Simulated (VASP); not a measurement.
VASP input:

**KPOINTS**
```
Automatic mesh
0
Gamma
6 6 6
0 0 0
```

### INCAR
```
SYSTEM = PbS
PREC = Accurate
ENCUT = 400
EDIFF = 1E-6
NELM = 100
ALGO = Normal
LREAL = .FALSE.
LASPH = .TRUE.
ISMEAR = 0
SIGMA = 0.05
GGA = PE
LMAXMIX = 4
LWAVE = .FALSE.
LCHARG = .FALSE.
ISIF = 2
LSORBIT = .TRUE.
MAGMOM = 0 0 0 0 0 0
GGA_COMPAT = .FALSE.
```

File POSCAR:
```
PbS
1
    0.0000000000     2.9700000000     2.9700000000
    2.9700000000     0.0000000000     2.9700000000
    2.9700000000     2.9700000000     0.0000000000
Pb S
1 1
Direct
  0.0000000000   0.0000000000   0.0000000000
  0.5000000000   0.5000000000   0.5000000000
```

POTCAR, in this order: Pb_d S (PBE.64 set). Program: vasp_std.

Output of the run:

standard output:
```
 POSCAR found type information on POSCAR PbS
 POSCAR found :  2 types and       2 ions
 Reading from existing POTCAR

 -----------------------------------------------------------------------------
|                                                                             |
|     EEEEEEE  RRRRRR   RRRRRR   OOOOOOO  RRRRRR      ###     ###     ###     |
|     E        R     R  R     R  O     O  R     R     ###     ###     ###     |
|     E        R     R  R     R  O     O  R     R     ###     ###     ###     |
|     EEEEE    RRRRRR   RRRRRR   O     O  RRRRRR       #       #       #      |
|     E        R   R    R   R    O     O  R   R                               |
|     E        R    R   R    R   O     O  R    R      ###     ###     ###     |
|     EEEEEEE  R     R  R     R  OOOOOOO  R     R     ###     ###     ###     |
|                                                                             |
|     ERROR: Noncollinear calculations require that VASP is compiled          |
|     without the flag -DNGXhalf and-DNGZhalf.                                |
|     You probably tried to run a noncollinear calculation                    |
|     (LNONCOLLINEAR=T) with the executable vasp_std. Use vasp_ncl            |
|     instead!                                                                |
|                                                                             |
|       ---->  I REFUSE TO CONTINUE WITH THIS SICK JOB ... BYE!!! <----       |
|                                                                             |
 -----------------------------------------------------------------------------
```

### Question
From input and log, find the fault in this run and mend it.

### Answer
The cause: LSORBIT needs the non-collinear program vasp_ncl. VASP stops with an error: ERROR: Noncollinear calculations require that VASP is compiled without the flag -DNGXhalf and-DNGZhalf. You probably tried to run a noncollinear calculation (LNONCOLLINEAR=T) with the executable vasp_std. Use vasp_ncl instead! ----> I REFUSE TO CONTINUE WITH THIS SICK JOB ... BYE!!! <---- To mend it, run vasp_ncl.

The mended run (PBE GGA with spin-orbit coupling, plane waves, VASP's PBE PAW potentials (set 64)) converges, and its OSZICAR ends with
```
   1 F= -.91374211E+01 E0= -.91369559E+01  d E =-.930457E-03  mag=    -0.0000     0.0000    -0.0000
```

The compound is PbS in the rock salt structure. The cell was not relaxed at this level.
